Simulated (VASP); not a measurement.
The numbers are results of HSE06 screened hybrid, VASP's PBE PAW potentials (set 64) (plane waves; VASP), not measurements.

Input for VASP

### POSCAR
```
C64
1.0
  7.1596705397  -0.0000148827  -0.0000388613
 -0.0000148891   7.1596483917  -0.0000164586
 -0.0000381245  -0.0000161231   7.1596435200
C
64
Cartesian
  3.5798493113   0.0000021675  -0.0000017142
  4.4750419344   0.8951599344   0.8950142808
  5.3697640016   1.7898581064   7.1593455521
  6.2645167438   2.6845429707   0.8949345413
  5.3698330597   7.1595656270   1.7896958306
  6.2646091021   0.8950309374   2.6845242132
  7.1596285884   7.1596327136  -0.0000454638
  0.8952484801   0.8952055197   0.8952482126
  1.7900360731   1.7900158536   0.0002074350
  2.6848002919   2.6847628993   0.8953389570
  2.6846258381   2.6847662801   4.4750717349
  4.4750012901   4.4748642815   0.8949881120
  5.3696251742   5.3695939173   7.1593793444
  6.2644835049   6.2643858718   0.8949532968
  1.7899770746   0.0000874334   1.7900923710
  2.6847557367   0.8952405016   2.6847770264
  3.5799508020   1.7899355287   1.7899604074
  4.4750504998   2.6845916751   2.6846332839
  5.3697604896   3.5796309666   1.7896777203
  6.2644028266   4.4748488469   2.6844608170
  3.5797697375   0.0000039069   3.5798445743
  4.4749584916   0.8950905441   4.4748777620
  5.3698563304   1.7897809612   3.5796689479
  6.2645657588   2.6845585357   4.4748315673
  5.3696740323   7.1595620899   5.3695338867
  6.2645778140   0.8950850224   6.2643203559
 -0.0000395569   3.5797824276   7.1596181556
  0.8950705837   4.4750035444   0.8952770920
  1.7898153501   5.3697970791   0.0001710538
  2.6846796371   6.2645603908   0.8952367323
  0.0000908468   1.7899138849   1.7898948561
  0.8952012992   2.6847322699   2.6847667309
  1.7899582789   3.5799130246   1.7901087437
  2.6846916863   4.4750518001   2.6847758539
  3.5798826935   5.3697088011   1.7898558284
  4.4750084739   6.2644934747   2.6844955939
  7.1596201003   7.1596127992   3.5797715551
  0.8951804478   0.8951620501   4.4751023725
  1.7899627573   1.7900042053   3.5799774762
  2.6845402153   4.4750007301   6.2646089370
  3.5798272966   3.5798363822   3.5797753495
  4.4748516065   4.4749510948   4.4748342282
  5.3696121953   5.3696593627   3.5795728717
  6.2643537983   6.2644329476   4.4747954587
  1.7898516453   0.0000135519   5.3699484164
  2.6846396908   0.8951987841   6.2646294510
  3.5797516408   1.7898967384   5.3697074934
  4.4749602239   2.6846176274   6.2642973101
  5.3696599668   3.5797154789   5.3694603201
  6.2643473079   4.4748530985   6.2643029550
  7.1595831494   5.3696814690   1.7898707870
  0.8950933516   6.2645156073   2.6847593915
  7.1596290785   3.5798091795   3.5797724536
  0.8949633046   4.4750365667   4.4750234392
  1.7897936541   5.3698030549   3.5799295813
  2.6845621374   6.2645033639   4.4750351088
  0.0000975791   1.7899554417   5.3697520346
  0.8951838334   2.6847441544   6.2646128265
  1.7898169099   3.5799189284   5.3698382358
  3.5797962612   3.5797966671   7.1596107874
  3.5796690917   5.3696387224   5.3696660761
  4.4748509468   6.2644023251   6.2642921013
  7.1594755356   5.3697397619   5.3696821236
  0.8950353642   6.2644815755   6.2646207080
```

### INCAR
```
SYSTEM = C64
PREC = Normal
ENCUT = 500
EDIFF = 1E-5
NELM = 50
ALGO = Normal
LREAL = Auto
LASPH = .TRUE.
ISMEAR = 0
SIGMA = 0.05
GGA = PE
LWAVE = .FALSE.
LCHARG = .FALSE.
ISYM = 0
NELMIN = 4
HFSCREEN = 0.2
AEXX = 0.25
LHFCALC = .TRUE.
PRECFOCK = Fast
LORBIT = 11
NEDOS = 601
```

File KPOINTS:
```
Automatic mesh
0
Gamma
1 1 1
0 0 0
```

POTCAR, in this order: C (PBE.64 set). Program: vasp_gam. Read from the step before: WAVECAR.

What VASP printed:

### OSZICAR
```
       N       E                     dE             d eps       ncg     rms          rms(c)
DAV:   1    -0.670553196270E+03   -0.67055E+03   -0.87274E+00   332   0.808E+00    0.417E+00
DAV:   2    -0.670571335909E+03   -0.18140E-01   -0.10611E-01   368   0.766E-01    0.252E+00
DAV:   3    -0.670552138267E+03    0.19198E-01   -0.12947E-02   372   0.292E-01    0.138E+00
DAV:   4    -0.670546760803E+03    0.53775E-02   -0.45399E-03   364   0.179E-01    0.729E-01
DAV:   5    -0.670545298450E+03    0.14624E-02   -0.11922E-03   368   0.944E-02    0.383E-01
DAV:   6    -0.670544907650E+03    0.39080E-03   -0.27312E-04   356   0.461E-02    0.208E-01
DAV:   7    -0.670544795993E+03    0.11166E-03   -0.64764E-05   364   0.232E-02    0.114E-01
DAV:   8    -0.670544762649E+03    0.33344E-04   -0.15584E-05   220   0.122E-02    0.637E-02
DAV:   9    -0.670544753403E+03    0.92459E-05   -0.60104E-06   224   0.845E-03
   1 F= -.67054475E+03 E0= -.67054475E+03  d E =-.774665E-11
```

OUTCAR:
```
------------------------ aborting loop because EDIFF is reached ----------------------------------------
  volume of cell :      367.01
      direct lattice vectors                 reciprocal lattice vectors
     7.159670540 -0.000014883 -0.000038861     0.139671231  0.000000290  0.000000744
    -0.000014889  7.159648392 -0.000016459     0.000000290  0.139671663  0.000000315
    -0.000038124 -0.000016123  7.159643520     0.000000758  0.000000321  0.139671758
 POSITION                                       TOTAL-FORCE (eV/Angst)
 -----------------------------------------------------------------------------------
      3.57985      0.00000     -0.00000        -0.000427     -0.000462     -0.000784
      4.47504      0.89516      0.89501        -0.010743     -0.012825     -0.011452
      5.36976      1.78986      7.15935        -0.000529     -0.001200      0.003591
      6.26452      2.68454      0.89493         0.013836      0.012829     -0.010064
      5.36983      7.15957      1.78970        -0.002166      0.001387      0.000977
      6.26461      0.89503      2.68452         0.011428     -0.010264      0.012319
      7.15963      7.15963     -0.00005         0.002371      0.000671      0.000536
      0.89525      0.89521      0.89525        -0.013233     -0.013250     -0.012527
      1.79004      1.79002      0.00021        -0.001641     -0.000615     -0.002148
      2.68480      2.68476      0.89534         0.010373      0.011292     -0.014244
      2.68463      2.68477      4.47507         0.012729      0.011498     -0.013376
      4.47500      4.47486      0.89499        -0.012968     -0.010475     -0.010960
      5.36963      5.36959      7.15938         0.000825      0.001059      0.002895
      6.26448      6.26439      0.89495         0.011608      0.012799     -0.011189
      1.78998      0.00009      1.79009        -0.001044     -0.001354     -0.002198
      2.68476      0.89524      2.68478         0.010577     -0.012647      0.012176
      3.57995      1.78994      1.78996        -0.000828     -0.001367     -0.000928
      4.47505      2.68459      2.68463        -0.011513      0.013106      0.010977
      5.36976      3.57963      1.78968        -0.000539      0.002516      0.001973
      6.26440      4.47485      2.68446         0.013480     -0.011367      0.014523
      3.57977      0.00000      3.57984         0.002435     -0.001384     -0.001853
      4.47496      0.89509      4.47488        -0.012108     -0.010892     -0.011417
      5.36986      1.78978      3.57967        -0.002163      0.000419      0.001646
      6.26457      2.68456      4.47483         0.011025      0.013345     -0.011473
      5.36967      7.15956      5.36953        -0.000096      0.000674      0.001314
      6.26458      0.89509      6.26432         0.009440     -0.012210      0.012766
     -0.00004      3.57978      7.15962        -0.001398      0.001596      0.000473
      0.89507      4.47500      0.89528        -0.010154     -0.013271     -0.013191
      1.78982      5.36980      0.00017         0.001195     -0.000677     -0.001407
      2.68468      6.26456      0.89524         0.011953      0.011045     -0.012390
      0.00009      1.78991      1.78989        -0.001074     -0.000063      0.000039
      0.89520      2.68473      2.68477        -0.012717      0.011134      0.011580
      1.78996      3.57991      1.79011        -0.000579     -0.000476     -0.003124
      2.68469      4.47505      2.68478         0.011192     -0.012048      0.010551
      3.57988      5.36971      1.78986        -0.001491      0.000565     -0.000026
      4.47501      6.26449      2.68450        -0.014286      0.012102      0.013518
      7.15962      7.15961      3.57977         0.001119      0.000424      0.001204
      0.89518      0.89516      4.47510        -0.012347     -0.012110     -0.013836
      1.78996      1.79000      3.57998        -0.001111     -0.001706     -0.001772
      2.68454      4.47500      6.26461         0.012706     -0.012031      0.010439
      3.57983      3.57984      3.57978        -0.000746     -0.001289      0.001487
      4.47485      4.47495      4.47483        -0.010444     -0.012914     -0.012616
      5.36961      5.36966      3.57957         0.001438      0.000310      0.002661
      6.26435      6.26443      4.47480         0.013819      0.011927     -0.011547
      1.78985      0.00001      5.36995         0.000376     -0.000258     -0.002566
      2.68464      0.89520      6.26463         0.012839     -0.012588      0.010885
      3.57975      1.78990      5.36971         0.001436     -0.000070     -0.000155
      4.47496      2.68462      6.26430        -0.013382      0.012629      0.013420
      5.36966      3.57972      5.36946         0.000727      0.000809      0.002468
      6.26435      4.47485      6.26430         0.014510     -0.011505      0.012716
      7.15958      5.36968      1.78987         0.000470      0.001091     -0.000689
      0.89509      6.26452      2.68476        -0.011753      0.011921      0.010365
      7.15963      3.57981      3.57977        -0.000906      0.000052     -0.001054
      0.89496      4.47504      4.47502        -0.009384     -0.012608     -0.011943
      1.78979      5.36980      3.57993         0.001225     -0.000949     -0.000943
      2.68456      6.26450      4.47504         0.011863      0.012644     -0.011644
      0.00010      1.78996      5.36975        -0.001649     -0.001674      0.000215
      0.89518      2.68474      6.26461        -0.012062      0.010425      0.011016
      1.78982      3.57992      5.36984         0.000068     -0.000446     -0.000447
      3.57980      3.57980      7.15961         0.000036     -0.000527     -0.000229
      3.57967      5.36964      5.36967         0.000751      0.002261      0.000928
      4.47485      6.26440      6.26429        -0.010972      0.013400      0.014781
      7.15948      5.36974      5.36968         0.001136     -0.000668     -0.000159
      0.89504      6.26448      6.26462        -0.012535      0.012266      0.009913
 -----------------------------------------------------------------------------------
    total drift:                                0.000014     -0.000006      0.000001
  FREE ENERGIE OF THE ION-ELECTRON SYSTEM (eV)
  ---------------------------------------------------
  free  energy   TOTEN  =      -670.5447534033 eV

  energy  without entropy=     -670.5447534033  energy(sigma->0) =     -670.54475340

  exchange ACFDT corr.  =         0.00000000  see jH, gK, PRB 81, 115126

 total charge

# of ion       s       p       d       tot
------------------------------------------
    1        0.827   1.741   0.000   2.568
    2        0.827   1.741   0.000   2.569
    3        0.827   1.742   0.000   2.569
    4        0.827   1.741   0.000   2.569
    5        0.827   1.742   0.000   2.569
    6        0.827   1.742   0.000   2.569
    7        0.827   1.741   0.000   2.568
    8        0.827   1.741   0.000   2.569
    9        0.827   1.742   0.000   2.569
   10        0.827   1.741   0.000   2.569
   11        0.827   1.741   0.000   2.569
   12        0.827   1.741   0.000   2.569
   13        0.827   1.742   0.000   2.569
   14        0.827   1.741   0.000   2.569
   15        0.827   1.742   0.000   2.569
   16        0.827   1.741   0.000   2.569
   17        0.827   1.742   0.000   2.569
   18        0.827   1.741   0.000   2.569
   19        0.827   1.742   0.000   2.569
   20        0.827   1.741   0.000   2.569
   21        0.827   1.741   0.000   2.568
   22        0.827   1.741   0.000   2.569
   23        0.827   1.742   0.000   2.569
   24        0.827   1.741   0.000   2.569
...
```
(Selected blocks of OUTCAR.)

OUTCAR:
```
 val. band max:        8.8898790428   @ k =   0.0000   0.0000   0.0000

 cond. band min:      14.6791175950   @ k =   0.0000   0.0000   0.0000


 Fermi energy:         9.1302101739

 k-point     1 :       0.0000    0.0000    0.0000
  band No.  band energies     occupation
      1     -14.4128      2.00000
      2     -11.9575      2.00000
      3     -11.9574      2.00000
      4     -11.9574      2.00000
      5     -11.9542      2.00000
      6     -11.9541      2.00000
      7     -11.9540      2.00000
      8      -9.6116      2.00000
      9      -9.6115      2.00000
     10      -9.6114      2.00000
     11      -9.6095      2.00000
     12      -9.6095      2.00000
     13      -9.6094      2.00000
     14      -9.6094      2.00000
     15      -9.6093      2.00000
     16      -9.6093      2.00000
     17      -9.6048      2.00000
     18      -9.6047      2.00000
     19      -9.6046      2.00000
     20      -8.2574      2.00000
     21      -8.2574      2.00000
     22      -8.2572      2.00000
     23      -8.2520      2.00000
     24      -5.5217      2.00000
     25      -5.5180      2.00000
     26      -5.5179      2.00000
     27      -5.5179      2.00000
     28      -5.0204      2.00000
     29      -5.0204      2.00000
     30      -5.0190      2.00000
     31      -5.0189      2.00000
     32      -5.0189      2.00000
     33      -5.0158      2.00000
     34      -4.2039      2.00000
     35      -4.2039      2.00000
     36      -4.2038      2.00000
     37      -4.2019      2.00000
     38      -4.2019      2.00000
     39      -4.2018      2.00000
     40      -4.2018      2.00000
     41      -4.2018      2.00000
     42      -4.2017      2.00000
     43      -4.1997      2.00000
     44      -4.1996      2.00000
     45      -4.1995      2.00000
     46      -0.5707      2.00000
     47      -0.5706      2.00000
     48      -0.5706      2.00000
     49      -0.5705      2.00000
     50      -0.5704      2.00000
     51      -0.5704      2.00000
...
```

The cell is a supercell, built from C (diamond).
